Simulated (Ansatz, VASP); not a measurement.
# Al4P4C27 (AlP(110)/C(100) interface): VASP beside Ansatz

One calculation is typed for both programs; each brings its own data sets. How far apart do they land? The cell is taken from a series of runs on this material, whose earlier steps may have relaxed, scaled, displaced or heated it; both programs get it as it stands.

Program: Ansatz 0.2.0. Level of theory: plane waves, with VASP 6.6.1 beside it; single point at revPBE. Results are calculated unless marked as measured.

### Step 1. The starting structure

The cell holds 210 atoms: 24 Al, 24 P and 162 C. Cell: a = 12.836 Å, b = 13.482 Å, c = 22.293 Å, α = 90.0°, β = 90.0°, γ = 100.3°. Zinc-blende AlP(110), 3 repeat layers, 8 surface cells, strained +0.19 and +0.75 %; diamond-structure C(100), 3 layers, 27 cells, -0.19 and -0.74 %; outer planes 1.97 A apart above; (so at first; earlier steps may have moved the atoms), displaced by a Gaussian of 0.02 A. Vacuum lies along c.

### Step 2. VASP: single point, revPBE

With cell and atoms fixed, the geometry can't cause a difference; cores, projectors, grids and the points listed under the comparison can.

Lines of VASP's logs that name or quote its potential files are left out, and so is its time.

Input file INCAR:

```
SYSTEM = Al4P4C27
PREC = Accurate
ENCUT = 520
EDIFF = 1E-06
NELM = 120
ISMEAR = -1
SIGMA = 0.05
LREAL = Auto
ALGO = Normal
GGA = RE
NBANDS = 567
LORBIT = 11
LWAVE = .FALSE.
LCHARG = .FALSE.
ISIF = 2
LASPH = .TRUE.
GGA_COMPAT = .FALSE.
```

Input file POSCAR:

```
Al4P4C27
1.0
   12.8364000000      0.0000000000      0.0000000000
   -2.4009500000     13.2665900000      0.0000000000
    0.0000000000      0.0000000000     22.2934900000
Al P C
24 24 162
Direct
    0.0008800000      0.0000500000      0.2689900000
    0.9993500000      0.2520600000      0.3554300000
    0.0001700000      0.0014400000      0.4424300000
    0.0011300000      0.5009500000      0.2679300000
    0.0015300000      0.7527400000      0.3556400000
    0.0030100000      0.4994500000      0.4425900000
    0.2498200000      0.3758900000      0.2679400000
    0.2528100000      0.6237600000      0.3554000000
    0.2527000000      0.3755400000      0.4413300000
    0.2494400000      0.8768500000      0.2685700000
    0.2500000000      0.1251100000      0.3547600000
    0.2520400000      0.8762600000      0.4427700000
    0.5050200000      0.2534500000      0.2681100000
    0.5007200000      0.5008200000      0.3561700000
    0.5009500000      0.2522200000      0.4407500000
    0.4990800000      0.7511400000      0.2700100000
    0.4993900000      0.0013100000      0.3551300000
    0.5012000000      0.7515000000      0.4416800000
    0.7511400000      0.1248400000      0.2686900000
    0.7500600000      0.3780800000      0.3563300000
    0.7483100000      0.1246600000      0.4406100000
    0.7543000000      0.6227900000      0.2707300000
    0.7518900000      0.8762000000      0.3544500000
    0.7500900000      0.6259000000      0.4418100000
    0.0617200000      0.3426100000      0.2703000000
    0.0599300000      0.0929900000      0.3552200000
    0.0641700000      0.3473400000      0.4409600000
    0.0649400000      0.8430300000      0.2685100000
    0.0635200000      0.5968400000      0.3539300000
    0.0618200000      0.8437900000      0.4415800000
[... 174 atom lines left out ...]
    0.1567400000      0.2655200000      0.5290200000
    0.9892200000      0.1015900000      0.5705200000
    0.0276000000      0.1914500000      0.6115100000
    0.1184300000      0.1700300000      0.6514400000
    0.0829500000      0.0797500000      0.6904300000
    0.0657500000      0.2820000000      0.7301700000
```

Input file KPOINTS:

```
Automatic mesh
0
Gamma
1 1 1
0 0 0
```

PAW data sets: Al, P and C (PBE family, release 64).

Launch:

```
> export OMP_NUM_THREADS=3
> mpirun -np 1 vasp_gam
```

Numbers of over 12 decimals in the logs are rounded to 6 here.

The program printed:

```text
[banner, memory and clock lines left out]
running    1 mpi-ranks, on    1 nodes
[...]
Offloading initialized ...    1 GPUs detected
[...]
|                                                                             |
|               ----> ADVICE to this user running VASP <----                  |
|                                                                             |
|     You enforced a specific xc type in the INCAR file but a different       |
|     [... a line on the potential file left out ...]
|     I HOPE YOU KNOW WHAT YOU ARE DOING!                                     |
|                                                                             |

 LDA part: xc-table for (Slater+PW92), standard interpolation
 POSCAR, INCAR and KPOINTS ok, starting setup
[...]
entering main loop
       N       E                     dE             d eps       ncg     rms          rms(c)
DAV:   1     0.712825232240E+04    0.71283E+04   -0.41266E+05  1142   0.134E+03
DAV:   2    -0.639387333103E+03   -0.77676E+04   -0.73687E+04  1501   0.306E+02
DAV:   3    -0.149459046270E+04   -0.85520E+03   -0.83048E+03  1388   0.105E+02
DAV:   4    -0.153000449915E+04   -0.35414E+02   -0.35126E+02  1420   0.231E+01
[...]
DAV:  37    -0.146568345493E+04   -0.33999E-05   -0.25427E-07   836   0.318E-04    0.415E-04
DAV:  38    -0.146568345655E+04   -0.16154E-05   -0.15746E-07   852   0.247E-04    0.297E-04
DAV:  39    -0.146568345712E+04   -0.57253E-06   -0.69676E-08   788   0.192E-04
   1 F= -.14656835E+04 E0= -.14655033E+04  d E =-.360256E+00
```

Parts of OUTCAR (step 2):

```text
  FREE ENERGIE OF THE ION-ELECTRON SYSTEM (eV)
  ---------------------------------------------------
  free  energy   TOTEN  =     -1465.6834571204 eV

  energy  without entropy=    -1465.3232015501  energy(sigma->0) =    -1465.50332934
```

### Step 3. Ansatz: single point, revPBE

Ansatz runs on its default PAW (the set named soft_2) files.

The same cell, functional, mesh and smearing now go to Ansatz, which takes its cutoff from its data sets.

Input file input.yaml:

```yaml
crystal:
  lattice:
    - [12.8364, 0.0, 0.0]
    - [-2.40095, 13.26659, 0.0]
    - [0.0, 0.0, 22.29349]
  atoms:
    - { symbol: Al, position: [0.00088, 5.0e-05, 0.26899] }
    - { symbol: P, position: [0.06172, 0.34261, 0.2703] }
    - { symbol: Al, position: [0.99935, 0.25206, 0.35543] }
    - { symbol: P, position: [0.05993, 0.09299, 0.35522] }
    - { symbol: Al, position: [0.00017, 0.00144, 0.44243] }
    - { symbol: P, position: [0.06417, 0.34734, 0.44096] }
    - { symbol: Al, position: [0.00113, 0.50095, 0.26793] }
    - { symbol: P, position: [0.06494, 0.84303, 0.26851] }
    - { symbol: Al, position: [0.00153, 0.75274, 0.35564] }
    - { symbol: P, position: [0.06352, 0.59684, 0.35393] }
    - { symbol: Al, position: [0.00301, 0.49945, 0.44259] }
    - { symbol: P, position: [0.06182, 0.84379, 0.44158] }
    - { symbol: Al, position: [0.24982, 0.37589, 0.26794] }
    - { symbol: P, position: [0.3132, 0.71917, 0.26942] }
    - { symbol: Al, position: [0.25281, 0.62376, 0.3554] }
    - { symbol: P, position: [0.31407, 0.47163, 0.35696] }
    - { symbol: Al, position: [0.2527, 0.37554, 0.44133] }
    - { symbol: P, position: [0.31426, 0.71774, 0.44137] }
    - { symbol: Al, position: [0.24944, 0.87685, 0.26857] }
    - { symbol: P, position: [0.31172, 0.21711, 0.26836] }
    - { symbol: Al, position: [0.25, 0.12511, 0.35476] }
    - { symbol: P, position: [0.31136, 0.96908, 0.35649] }
    - { symbol: Al, position: [0.25204, 0.87626, 0.44277] }
    - { symbol: P, position: [0.31545, 0.22158, 0.44324] }
    - { symbol: Al, position: [0.50502, 0.25345, 0.26811] }
    - { symbol: P, position: [0.56193, 0.59416, 0.26819] }
    - { symbol: Al, position: [0.50072, 0.50082, 0.35617] }
    - { symbol: P, position: [0.56372, 0.34576, 0.35692] }
    - { symbol: Al, position: [0.50095, 0.25222, 0.44075] }
    - { symbol: P, position: [0.56306, 0.59459, 0.44083] }
[... 174 atom lines left out ...]
    - { symbol: C, position: [0.15674, 0.26552, 0.52902] }
    - { symbol: C, position: [0.98922, 0.10159, 0.57052] }
    - { symbol: C, position: [0.0276, 0.19145, 0.61151] }
    - { symbol: C, position: [0.11843, 0.17003, 0.65144] }
    - { symbol: C, position: [0.08295, 0.07975, 0.69043] }
    - { symbol: C, position: [0.06575, 0.282, 0.73017] }
kpoints:
  mp_grid: { grid: [1, 1, 1] }
hamiltonian:
  xc: revpbe
scf:
  occupations: { method: fermi_dirac, width: 0.05 }
output:
  forces: true
  populations: true
  dos:
    method: { smearing: { sigma: 0.15 } }
    de: 0.1
    projected:
      site_lists:
        Al: [Al]
        C: [C]
        P: [P]
        AlP: [0, 1, 2, 3, 4, 5, 6, 7, 8, 9, 10, 11, 12, 13, 14, 15, 16, 17, 18, 19, 20, 21, 22, 23, 24, 25, 26, 27, 28, 29, 30, 31, 32, 33, 34, 35, 36, 37, 38, 39, 40, 41, 42, 43, 44, 45, 46, 47]
  eigenvalues: true
```

Launch:

```
> ansatz run input.yaml --threads 4 --pin off --max-ram 8192MiB --backend cpu --events-out ev --progress --plain --runs-dir out
```

The program printed:

```text
Engine: ansatz 0.2.0, x86_64-unknown-linux-gnu
Pseudopotentials: kind: paw
Pseudopotential: Al, paw, valence charge 3, recommended cutoff 420 eV (normal), Al.paw.azcp
Pseudopotential: P, paw, valence charge 5, recommended cutoff 420 eV (normal), P.paw.azcp
Pseudopotential: C, paw, valence charge 4, recommended cutoff 420 eV (normal), C.paw.azcp
Functional definition: revPBE
  parameter kappa = 1.245
  parameter beta = 0.066725
  exchange = pbe_x(kappa = kappa, mu = beta*pi^2/3)
  correlation = pbe_c(beta = beta)
Crystal: 210 atoms, lattice volume = 3796.476 Å³
Basis set: ecut = 420 eV, 74269 PW (Γ), exchange–correlation on 180×192×300 points (8 copies of the dense FFT grid, shifted against one another)
Bands: 630, of which v1, the nominal top of the filled ones, is band 420 counted from 1 (419 counted from 0)
Symmetry: 1 space group operations
Space group: P1 (ITA 1), of the structure as read, at distance tolerance 1.6e-4 Å
k-points: 1
Non-local potential: Al, projectors of the file, l = 0: 2, l = 1: 2, l = 2: 1
Non-local potential: P, projectors of the file, l = 0: 2, l = 1: 2, l = 2: 2
Non-local potential: C, projectors of the file, l = 0: 2, l = 1: 2, l = 2: 1
PAW form: soft (Blöchl's): semilocal exchange-correlation on the pseudo side does not see the compensation charge
PAW frozen core: Al, regenerated for the run's functional, and the local potential with it (the file was generated under x = pbe(κ = 0.804, μ = 0.219515), c = pbe(β = 0.066725))
PAW frozen core: P, regenerated for the run's functional, and the local potential with it (the file was generated under x = pbe(κ = 0.804, μ = 0.219515), c = pbe(β = 0.066725))
PAW frozen core: C, regenerated for the run's functional, and the local potential with it (the file was generated under x = pbe(κ = 0.804, μ = 0.219515), c = pbe(β = 0.066725))
PAW one-centre angular grid: Al, 110 points (default); XC on 64 Gauss nodes
PAW one-centre angular grid: P, 110 points (default); XC on 64 Gauss nodes
PAW one-centre angular grid: C, 110 points (default); XC on 64 Gauss nodes
Initial density: superposition of atomic densities (neutral atoms: chi_scale 0, normalization atom), corrected by the library's trained network
Initial wavefunctions: pseudopotential atomic-orbital guess
Functional: x = revpbe(κ = 1.245, μ = 0.219515), c = pbe(β = 0.066725)
SCF iter   1: F=—  HF=-71778.110903 eV  |F-HF|=—  |Δ(HF+E_count)|=         —  Δρ=2.30e-2  dr2=3.19e2  ethr=1.77e-3  ⟨swp⟩=7.0  Hψ=3266  notcnv=0  defer=155
preconditioner: auto → LDOS  [metal: Δε(μ)=0.017 eV  Ē_g=12.358 eV  σ=0.050 eV  W_gap=0.08  n_scr=618 (ndim 8)  ℏωp=17.5 eV  f_vac=0.396  D(μ)=69.72/eV (n_scr^D=384)  β→1.0]
SCF iter   2: F=—  HF=-71770.826335 eV  |F-HF|=—  |Δ(HF+E_count)|=    7.28e0  Δρ=7.36e-3  dr2=8.43e0  ethr=1.77e-3  ⟨swp⟩=3.0  Hψ=1042  notcnv=0  defer=178
SCF iter   3: F=—  HF=-71770.520673 eV  |F-HF|=—  |Δ(HF+E_count)|=   3.06e-1  Δρ=3.99e-3  dr2=1.69e0  ethr=1.00e-3  ⟨swp⟩=2.0  Hψ=770  notcnv=0  defer=178
SCF iter   4: F=—  HF=-71770.290113 eV  |F-HF|=—  |Δ(HF+E_count)|=   2.31e-1  Δρ=1.54e-3  dr2=3.05e-1  ethr=2.01e-4  ⟨swp⟩=3.0  Hψ=1057  notcnv=0  defer=173
SCF iter   5: F=—  HF=-71770.247057 eV  |F-HF|=—  |Δ(HF+E_count)|=   4.31e-2  Δρ=7.22e-4  dr2=7.50e-2  ethr=3.63e-5  ⟨swp⟩=3.0  Hψ=896  notcnv=0  defer=173
SCF iter   6: F=—  HF=-71770.240185 eV  |F-HF|=—  |Δ(HF+E_count)|=   6.87e-3  Δρ=3.50e-4  dr2=1.17e-2  ethr=8.93e-6  ⟨swp⟩=3.0  Hψ=895  notcnv=0  defer=173
SCF iter   7: F=—  HF=-71770.239546 eV  |F-HF|=—  |Δ(HF+E_count)|=   6.39e-4  Δρ=1.44e-4  dr2=1.84e-3  ethr=1.39e-6  ⟨swp⟩=2.0  Hψ=639  notcnv=0  defer=173
SCF iter   8: F=—  HF=-71770.239647 eV  |F-HF|=—  |Δ(HF+E_count)|=   1.01e-4  Δρ=6.88e-5  dr2=4.08e-4  ethr=2.19e-7  ⟨swp⟩=2.0  Hψ=880  notcnv=0  defer=173
SCF iter   9: F=—  HF=-71770.239679 eV  |F-HF|=—  |Δ(HF+E_count)|=   3.12e-5  Δρ=3.55e-5  dr2=1.16e-4  ethr=4.85e-8  ⟨swp⟩=3.0  Hψ=753  notcnv=0  defer=173
SCF iter  10: F=—  HF=-71770.239671 eV  |F-HF|=—  |Δ(HF+E_count)|=   7.91e-6  Δρ=1.77e-5  dr2=2.43e-5  ethr=1.39e-8  ⟨swp⟩=2.0  Hψ=655  notcnv=0  defer=173
SCF iter  11: F=—  HF=-71770.238417 eV  |F-HF|=—  |Δ(HF+E_count)|=   1.25e-3  Δρ=9.64e-6  dr2=6.70e-6  ethr=2.89e-9  ⟨swp⟩=3.0  Hψ=972  notcnv=0  defer=173
SCF iter  12: F=—  HF=-71770.238419 eV  |F-HF|=—  |Δ(HF+E_count)|=   2.15e-6  Δρ=5.17e-6  dr2=1.94e-6  ethr=7.97e-10  ⟨swp⟩=2.0  Hψ=857  notcnv=0  defer=173
SCF iter  13: F=—  HF=-71770.238420 eV  |F-HF|=—  |Δ(HF+E_count)|=   3.08e-7  Δρ=2.84e-6  dr2=6.98e-7  ethr=2.31e-10  ⟨swp⟩=2.0  Hψ=857  notcnv=0  defer=173
SCF iter  14: F=—  HF=-71770.238420 eV  |F-HF|=—  |Δ(HF+E_count)|=   2.61e-7  Δρ=1.41e-6  dr2=1.89e-7  ethr=8.31e-11  ⟨swp⟩=3.0  Hψ=872  notcnv=0  defer=173
[...]
--- Löwdin populations: 210 sites ---
  site symbol       q [e]
     0     Al      2.4333
     1      P      5.4199
     2     Al      2.6192
     3      P      5.3311
     4     Al      2.4756
     5      P      4.9478
     6     Al      2.4392
     7      P      5.4249
     8     Al      2.6138
     9      P      5.3201
    10     Al      2.4418
    11      P      4.9531
    12     Al      2.4387
    13      P      5.4215
    14     Al      2.6168
    15      P      5.3330
    16     Al      2.5016
    17      P      4.9225
    18     Al      2.4316
    19      P      5.4189
    20     Al      2.6134
    21      P      5.3291
    22     Al      2.4557
    23      P      4.9342
[...]
202      C      3.9680
   203      C      4.0077
   204      C      4.1535
   205      C      3.9720
   206      C      3.9565
   207      C      3.9623
   208      C      3.9694
   209      C      3.9988
  spilling = 0.007011 (of n_electrons = 840.000000)
```

### Step 4. Side by side

Known differences besides the potentials themselves: the cutoff is 420 eV in Ansatz and 520 eV in VASP (PREC = Accurate, projectors in real space); Ansatz makes its cores anew for this functional, VASP keeps those of its PBE data sets. Total energies have different zeros and are not compared.

Forces on 10 of the 210 atoms, those with the largest forces and the largest differences (eV/Å; atoms numbered as in POSCAR):

```tsv
atom	Ansatz x, y, z	VASP x, y, z
C80	-0.382, 2.132, -3.616	-0.380, 2.145, -3.624
C83	1.135, 0.663, 3.629	1.147, 0.672, 3.632
C85	-0.998, -0.399, 0.046	-1.001, -0.392, -0.012
C122	-0.955, 0.717, -3.913	-0.949, 0.714, -3.917
C155	-0.190, -1.597, 3.532	-0.185, -1.617, 3.531
C157	2.628, -0.835, 1.200	2.641, -0.841, 1.150
C169	0.456, -0.018, -0.085	0.470, -0.027, -0.147
C170	-0.408, -0.984, -4.031	-0.418, -0.989, -4.045
C176	-0.269, 1.588, -4.320	-0.267, 1.597, -4.327
C197	-1.559, -1.680, 3.060	-1.570, -1.687, 3.069
```

The forces differ by 13 meV/Å r.m.s., which is 1.1 % of the r.m.s. force of 1.213 eV/Å (both taken over all components).

### Step 5. Results

| Quantity | Value |
| --- | --- |
| r.m.s. force difference (single point, revPBE) | 1.1 % of the r.m.s. force |

**Reading.** The r.m.s. force difference is 1.1 % of the r.m.s. force (single point, revPBE), within the 3 % picked in this series as the mark of a large difference. Such differences can come from data sets, numerical settings and the points named under the comparisons, not from the functional's error against experiment.

[Lines on the potential files, build, host, timing and source positions are cut from VASP's logs without a mark.]

[Logs are printed without paths, hosts, clocks, repeated set-up lines and the standing remarks that a program may print on its own settings, such as how far it seeks lower states.]

[Hosts, paths, dates, database ids (printed as entryN), source tags and the programs' standing remarks are cut or masked in the printed files.]
